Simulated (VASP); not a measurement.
# HPbNO4 (P1) in VASP: a series of runs

The runs below take HPbNO4 through single point, with PBE, revPBE.

All numbers are computed with VASP 6.6.1; they aren't measurements. Logs are shortened: lines on timing, memory, paths and dates and some standing lists are left out, and cuts for length are marked.

## (1) The crystal as given

The typed cell holds 7 atoms: a = 3.857 Å, b = 4.338 Å, c = 5.984 Å, α = 81.87°, β = 83.26°, γ = 87.68°.

The cell was built by a generator and needn't be a form met in nature.

## (2) Single point, PBE

Input file INCAR:

```
PREC = Accurate
ENCUT = 520
EDIFF = 1E-7
ISMEAR = -1
SIGMA = 0.05
LREAL = False
LASPH = True
NELM = 100
ALGO = Fast
ISIF = 2
LWAVE = False
LCHARG = True
GGA = PE
LELF = True
LVHAR = True
NBANDS = 31
```

Input file KPOINTS:

```
regular mesh
0
Gamma
  5 4 4
```

Input file POSCAR:

```
HPbNO4
1.0
    3.8570700000      0.0017800000     -0.0365800000
    0.1735300000      4.3343600000     -0.0164700000
    0.7580300000      0.8387300000      5.8766200000
H Pb N O
1 1 1 4
Direct
    0.6151100000      0.8955900000      0.1984400000
    0.6459700000      0.4465100000      0.9168500000
    0.7147400000      0.2381000000      0.5005800000
    0.1695800000      0.4700700000      0.7776800000
    0.6291900000      0.9704500000      0.4984500000
    0.5642400000      0.9258300000      0.0384900000
    0.7802200000      0.4225000000      0.3195100000
```

Potentials or basis: VASP PAW PBE potentials, release 64 (H, Pb_d, N, O).

On the command line:

```sh
cat potpaw_PBE.64/H/POTCAR potpaw_PBE.64/Pb_d/POTCAR potpaw_PBE.64/N/POTCAR potpaw_PBE.64/O/POTCAR > POTCAR
mpirun -np 1 vasp_std > vasp.out
```

OUTCAR:

```text
PREC = Accurate
   ENCUT = 520
   EDIFF = 1E-7
   ISMEAR = -1
   LREAL = False
   LASPH = True
   NELM = 100
   ISIF = 2
   GGA = PE

 ion  position               nearest neighbor table
   1  0.615  0.896  0.198-   6 0.99
   2  0.646  0.447  0.917-   4 2.09   4 2.10   6 2.30   6 2.30   7 2.51   3 2.75
   3  0.715  0.238  0.501-   5 1.22   7 1.26   2 2.75
   4  0.170  0.470  0.778-   2 2.09   2 2.10
   5  0.629  0.970  0.498-   3 1.22
   6  0.564  0.926  0.038-   1 0.99   2 2.30   2 2.30
   7  0.780  0.422  0.320-   3 1.26   2 2.51

  LATTYP: Found a triclinic cell.
 ALAT       =     9.0022731292
 B/A-ratio  =     1.1034313029
 C/A-ratio  =     0.8320978899
 COS(alpha) =     0.0134657135
 COS(beta)  =     0.5861289562
 COS(gamma) =     0.8046043717

  Lattice vectors:

 A1 = (  -7.8876700000,  -4.3379200000,   0.0896300000)
 A2 = (  -7.1296400000,  -3.4991900000,   5.9662500000)
 A3 = (  -4.6151000000,  -0.8405100000,  -5.8400400000)

Analysis of symmetry for initial positions (statically):
=====================================================================
 Subroutine PRICEL returns:
 Original cell was already a primitive cell.

 Routine SETGRP: Setting up the symmetry group for a
 triclinic supercell.

 Subroutine GETGRP returns: Found  1 space group operations
 (whereof  1 operations were pure point group operations)
 out of a pool of  2 trial point group operations.

The static configuration has the point symmetry C_1 .

Analysis of symmetry for dynamics (positions and initial velocities):
=====================================================================
 Subroutine PRICEL returns:
 Original cell was already a primitive cell.

 Routine SETGRP: Setting up the symmetry group for a
 triclinic supercell.

 Subroutine GETGRP returns: Found  1 space group operations
 (whereof  1 operations were pure point group operations)
 out of a pool of  2 trial point group operations.

The dynamic configuration has the point symmetry C_1 .

 Subroutine INISYM returns: Found  1 space group operations
 (whereof  1 operations are pure point group operations),
 and found     1 'primitive' translations

----------------------------------------------------------------------------------------

                                     Primitive cell

  volume of cell :      98.4112

  direct lattice vectors                    reciprocal lattice vectors
     3.857070000  0.001780000 -0.036580000     0.258966393 -0.010489196 -0.031907234
     0.173530000  4.334360000 -0.016470000    -0.000418053  0.230606447 -0.032858965
     0.758030000  0.838730000  5.876620000     0.001610808  0.000581013  0.169875140

  length of vectors
     3.857243867  4.337863591  5.984374664     0.261135381  0.232936085  0.169883771

  position of ions in fractional coordinates (direct lattice)
     0.615110000  0.895590000  0.198440000
     0.645970000  0.446510000  0.916850000
     0.714740000  0.238100000  0.500580000
     0.169580000  0.470070000  0.777680000
     0.629190000  0.970450000  0.498450000
     0.564240000  0.925830000  0.038490000
     0.780220000  0.422500000  0.319510000

  ion indices of the primitive-cell ions
   primitive index   ion index
                 1           1
                 2           2
                 3           3
                 4           4
                 5           5
                 6           6
                 7           7

----------------------------------------------------------------------------------------

 KPOINTS: regular mesh

Automatic generation of k-mesh.
 Grid dimensions read from file:
 generate k-points for:    5    4    4

 Generating k-lattice:

  Cartesian coordinates                     Fractional coordinates (reciprocal lattice)
     0.051793279 -0.002097839 -0.006381447     0.200000000 -0.000000000 -0.000000000
    -0.000104513  0.057651612 -0.008214741     0.000000000  0.250000000  0.000000000
     0.000402702  0.000145253  0.042468785    -0.000000000 -0.000000000  0.250000000

  Length of vectors
     0.052227076  0.058234021  0.042470943

  Shift w.r.t. Gamma in fractional coordinates (k-lattice)
     0.000000000  0.000000000  0.000000000

 Subroutine IBZKPT returns following result:
 ===========================================

 Found     42 irreducible k-points:

 Following reciprocal coordinates:
            Coordinates               Weight
  0.000000  0.000000  0.000000      1.000000
  0.200000 -0.000000  0.000000      2.000000
  0.400000 -0.000000 -0.000000      2.000000
 -0.000000  0.250000 -0.000000      2.000000
  0.200000  0.250000 -0.000000      2.000000
  0.400000  0.250000 -0.000000      2.000000
[... 16 lines left out ...]
  0.200000  0.500000  0.250000      2.000000
  0.400000  0.500000  0.250000      2.000000
 [... further k-points ...]
   k-points           NKPTS =     42   k-points in BZ     NKDIM =     42   number of bands    NBANDS=     31
   number of dos      NEDOS =    301   number of ions     NIONS =      7
   total plane-waves  NPLWV =  46080
   dimension x,y,z NGX =    30 NGY =   32 NGZ =   48
   dimension x,y,z NGXF=    60 NGYF=   64 NGZF=   96
   ions per type =               1   1   1   4
   NGX,Y,Z   is equivalent  to a cutoff of  12.93, 12.26, 13.33 a.u.
   NGXF,Y,Z  is equivalent  to a cutoff of  25.86, 24.53, 26.67 a.u.
 SYSTEM =  unknown system
   PREC   = accura    normal or accurate (medium, high low for compatibility)
   ISTART =      0    job   : 0-new  1-cont  2-samecut
   ICHARG =      2    charge: 1-file 2-atom 10-const
   ISPIN  =      1    spin polarized calculation?
   LNONCOLLINEAR =      F non collinear calculations
   LSORBIT =      F    spin-orbit coupling
   LASPH  =      T    aspherical Exc in radial PAW
   ENCUT  =  520.0 eV  38.22 Ry    6.18 a.u.   7.17  8.07 11.13*2*pi/ulx,y,z
   NELM   =    100;   NELMIN=  2; NELMDL= -5     # of ELM steps
   EDIFF  = 0.1E-06   stopping-criterion for ELM
   LREAL  =      F    real-space projection
   EDIFFG = 0.1E-05   stopping-criterion for IOM
   NSW    =      0    number of steps for IOM
   IBRION =     -1    ionic relax: 0-MD 1-quasi-New 2-CG
   NFREE  =      0    steps in history (QN), initial steepest desc. (CG)
   ISIF   =      2    stress and relaxation
   ISYM   =      2    0-nonsym 1-usesym 2-fastsym
   POTIM  = 0.5000    time-step for ionic-motion
   TEBEG  =    0.0;   TEEND  =   0.0 temperature during run
   PSTRESS=    0.0 pullay stress
   NELECT =      44.0000    total number of electrons
   NUPDOWN=      -1.0000    fix difference up-down
   EMIN   =  10.00;   EMAX   =-10.00  energy-range for DOS
   EFERMI =   0.00;   METHOD = LEGACY
   ISMEAR =    -1;   SIGMA  =   0.05  broadening in eV -4-tet -1-fermi 0-gaus
   EFERMI_NEDOS =   21; number of points for ismear=-14 and -15
   IALGO  =     68    algorithm
   IMIX   =      4    mixing-type and parameters
     AMIX     =   0.40;   BMIX     =  1.00
     AMIX_MAG =   1.60;   BMIX_MAG =  1.00
  volume/ion in A,a.u.               =      14.06        94.87
  Fermi-wavevector in a.u.,A,eV,Ry     =   1.251827  2.365609 21.321279  1.567070
  Thomas-Fermi vector in A             =   2.385756
   LORBIT       =      0    0 simple, 1 ext, 2 COOP (PROOUT), +10 PAW based schemes
   GGA     = PE    functional components
   LHFCALC =     F    Hartree Fock is set to
   AEXX    =    0.0000 exact exchange contribution
   IVDW    =     0    specifies the selected vdW correction
   LEPSILON=     F    determine dielectric tensor
   LRPA    =     F    only Hartree local field effects (RPA)
 non-spin polarized calculation
 RMM-DIIS sequential band-by-band and
  energy-cutoff  :      520.00
  volume of cell :       98.41
 maximum number of plane-waves:      2666
 NGX is ok and might be reduce to    30
   NGX = 15   NGY = 17   NGZ = 23

 number of electron      43.9999991 magnetization

 Free energy of the ion-electron system (eV)
  ---------------------------------------------------
  ext. energy  EPLUGINS =         0.00000000
  ---------------------------------------------------
  free energy    TOTEN  =       -38.65001651 eV

  energy without entropy =      -38.64797200  energy(sigma->0) =      -38.64899426

 E-fermi :   0.9626     XC(G=0):  -8.7843

 val. band max:        0.7645351524   @ k =   0.4000   0.2500  -0.0000
 cond. band min:       1.0325229575   @ k =   0.0000   0.0000   0.5000
 fundamental gap:      0.2679878051
 Fermi energy:         0.9625855897

 k-point     1 :       0.0000    0.0000    0.0000
  band No.  band energies     occupation
      1     -24.0633      2.00000
      2     -19.7041      2.00000
      3     -17.7127      2.00000
      4     -17.2225      2.00000
      5     -15.0668      2.00000
      6     -14.9665      2.00000
[... 23 lines left out ...]
     30      12.1237      0.00000
     31      12.4694      0.00000

 k-point     2 :       0.2000   -0.0000    0.0000
  band No.  band energies     occupation
      1     -24.0572      2.00000
      2     -19.7020      2.00000
      3     -17.7032      2.00000
      4     -17.0504      2.00000
      5     -15.0654      2.00000
      6     -14.9644      2.00000
[... 23 lines left out ...]
     30      11.7027      0.00000
     31      12.5519      0.00000

 k-point     3 :       0.4000   -0.0000   -0.0000
  band No.  band energies     occupation
      1     -24.0472      2.00000
      2     -19.6985      2.00000
      3     -17.6884      2.00000
      4     -16.7636      2.00000
      5     -14.9813      2.00000
      6     -14.9607      2.00000
[... 703 lines left out ...]
     30      11.7517      0.00000
     31      12.3133      0.00000

 k-point    24 :       0.4000    0.5000    0.2500
  band No.  band energies     occupation
      1     -24.0051      2.00000
      2     -19.8031      2.00000
      3     -17.4900      2.00000
      4     -16.7615      2.00000
      5     -15.0285      2.00000
      6     -14.9592      2.00000
[... 23 lines left out ...]
     30      11.8781      0.00000
     31      12.1070      0.00000

 [... further k-points ...]

------------------------ aborting loop because EDIFF is reached ----------------------------------------

  FORCE on cell =-STRESS in cart. coord.  units (eV):
  Direction    XX          YY          ZZ          XY          YZ          ZX
  --------------------------------------------------------------------------------------
  -------------------------------------------------------------------------------------
  Total        0.0558159      0.7549462      0.3350444      0.2560189     -0.2569687     -0.0552243
  in kB        0.9087076     12.2908510      5.4546671      4.1680984     -4.1835617     -0.8990747
  external PRESSURE =       6.2180752 kB  Pullay stress =       0.0000000 kB

 VOLUME and BASIS-vectors are now :
 -----------------------------------------------------------------------------
  energy-cutoff  :      520.00
  volume of cell :       98.41
      direct lattice vectors                 reciprocal lattice vectors
     3.857070000  0.001780000 -0.036580000     0.258966393 -0.010489196 -0.031907234
     0.173530000  4.334360000 -0.016470000    -0.000418053  0.230606447 -0.032858965
     0.758030000  0.838730000  5.876620000     0.001610808  0.000581013  0.169875140

 POSITION                                       TOTAL-FORCE (eV/Angst)
 -----------------------------------------------------------------------------------
      2.67836      4.04934      1.12891         0.026408     -0.007998      0.096499
      3.26403      2.70547      5.35700        -0.000991      0.004382     -0.006229
      3.17757      1.45313      2.91165         0.134097      0.344982      0.302098
      1.32516      2.69002      4.55618        -0.000688      0.004708     -0.013952
      2.97307      4.62546      2.89020        -0.191626     -0.591604      0.034005
      2.36615      4.04617      0.19030        -0.021085      0.003226     -0.070160
      3.32488      2.10064      1.84214         0.053886      0.242304     -0.342261
 -----------------------------------------------------------------------------------
    total drift:                                0.000577      0.000998     -0.002276

  FREE ENERGIE OF THE ION-ELECTRON SYSTEM (eV)
  ---------------------------------------------------
  free  energy   TOTEN  =       -38.6500165142 eV

  energy  without entropy=      -38.6479720035  energy(sigma->0) =      -38.64899426
```

It took 2.3 min on 1 thread of Intel Xeon Platinum 8259CL at 2.50GHz (Skylake/Cascade Lake), shared host; peak memory 0.28 GiB.

What came out:

```
Free energy            : -38.6500 eV
Pressure               : 0.6 GPa
Largest force          : 0.623 eV/Å
Band gap on the k mesh : 0.27 eV, indirect (least direct gap 0.46 eV)
```

Forces in eV/Å, atoms in the order of the input:
```
H    0.026 -0.008  0.096
Pb  -0.001  0.004 -0.006
N    0.134  0.345  0.302
O   -0.001  0.005 -0.014
O   -0.192 -0.592  0.034
O   -0.021  0.003 -0.070
O    0.054  0.242 -0.342
```

Caveat: the standard files for N, O and F lose accuracy on very short bonds; spin-orbit coupling is left out, which as a rule narrows the gap of such compounds by several tenths of an eV; an odd mesh through Γ misses points on the zone boundary, where band edges often lie.

## (3) Single point, revPBE

Input file INCAR:

```
SYSTEM = HPbNO4
PREC = Accurate ; ENCUT = 520
EDIFF = 1E-6 ; ISMEAR = -1
SIGMA = 0.05 ; LREAL = .FALSE.
LASPH = .TRUE. ; NELM = 100
ALGO = Fast ; ISIF = 2
LWAVE = .FALSE. ; LCHARG = .TRUE.
GGA = RE ; LELF = .TRUE.
LVHAR = .TRUE. ; NBANDS = 31
```

Input file KPOINTS:

```
regular mesh
0
G
  7 6 5
  0 0 0
```

POSCAR is that of step 2.

Potentials or basis: VASP PAW PBE potentials, release 64 (H, Pb_d, N, O).

On the command line:

```sh
cat potpaw_PBE.64/H/POTCAR potpaw_PBE.64/Pb_d/POTCAR potpaw_PBE.64/N/POTCAR potpaw_PBE.64/O/POTCAR > POTCAR
mpirun -np 1 vasp_std > vasp.out
```

Wall time 6.8 min (1 thread of Intel Xeon Platinum 8488C (Sapphire Rapids), shared host); peak memory 0.42 GiB.

Results (log left out):

| Item | Value |
| --- | --- |
| Free energy | -36.9235 eV |
| Pressure | 2.7 GPa |
| Largest force | 0.843 eV/Å |
| Band gap on the k mesh | 0.36 eV, indirect (least direct gap 0.59 eV) |

Forces on the atoms (eV/Å):
```
H   -0.009 -0.005 -0.008
Pb   0.002  0.002  0.023
N    0.191  0.444  0.460
O   -0.010  0.015 -0.059
O   -0.268 -0.798  0.050
O   -0.025  0.010  0.034
O    0.120  0.332 -0.500
```

Stress tensor (GPa, compression positive):
```
 1.78  0.59 -0.08
 0.59  3.77 -0.58
-0.08 -0.58  2.64
```

Levels at points of the mesh, in eV from the valence-band top:
```
           k point  band 19  band 20  band 21  band 22  band 23  band 24  band 25  band 26
(0.00, 0.00, 0.00)    -1.58    -1.15    -0.96    -0.64     1.19     2.93     5.33     7.32
(0.00, 0.50, 0.00)    -1.33    -1.19    -0.88    -0.44     1.55     2.96     5.80     6.29
```

Caveat: the standard files for N, O and F lose accuracy on very short bonds; the PAW data sets were made with another functional, which shifts forces and pressure a little; spin-orbit coupling is left out, which as a rule narrows the gap of such compounds by several tenths of an eV; an odd mesh through Γ misses points on the zone boundary, where band edges often lie.
